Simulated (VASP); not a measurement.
Runs of VASP 6.6.1 on SnO (Romarchite). Symmetry: P4/nmm, No. 129, tetragonal system. Conventional cell: a = 3.799 Å, b = 3.799 Å, c = 4.841 Å, α = 90.00°, β = 90.00°, γ = 90.00°. Around Sn (site symmetry 4mm) lie 4 O at 2.22 Å. O (site symmetry -4m2) has 4 Sn at 2.22 Å as nearest neighbours. 

```csv
level,potentials or basis,k mesh,cutoff (eV),further INCAR settings,gap on the mesh (eV),pressure (GPa),largest force (eV/Å)
PBEsol,"VASP PAW PBE potentials, release 64 (Sn_d, O)",6 × 6 × 5,700,ALGO = Fast; EDIFF = 1e-07,0.05,0.8,0.29
PBEsol,"VASP PAW PBE potentials, release 64 (Sn_d, O)",6 × 6 × 5,600,ALGO = Fast; EDIFF = 1e-07,0.05,0.8,0.29
PBEsol,"VASP PAW PBE potentials, release 64 (Sn_d, O)",9 × 9 × 7,520,ALGO = Fast; EDIFF = 1e-07,0.19,0.8,0.29
PBEsol,"VASP PAW PBE potentials, release 64 (Sn, O)",6 × 6 × 5,500,ALGO = Fast; EDIFF = 1e-07,0.05,0.3,0.24
PBE,"VASP PAW PBE potentials, release 64 (Sn_d, O)",6 × 6 × 5,520,ALGO = Fast; EDIFF = 1e-07,(b),(a),0.59
r2SCAN,"VASP PAW PBE potentials, release 64 (Sn_d, O)",6 × 6 × 5,520,ALGO = Normal; EDIFF = 1e-07,0.18,1.2,0.14
```

Alike in all rows: task electric field gradients; no spin polarisation; cell as given; smearing fermi-dirac 0.02 eV.

Task: Estimate the missing entries.

Result: (a) 5.1; (b) 0.07.

Caveats: spin-orbit coupling is left out, which moves the levels of the heavy elements; an odd mesh through Γ misses points on the zone boundary, where band edges often lie; the PAW data sets were made with another functional, which shifts forces and pressure a little (some runs).

A k mesh can miss the band edges, and the runs leave out spin-orbit coupling on Sn.

The runs don't all hold the same shells in valence.
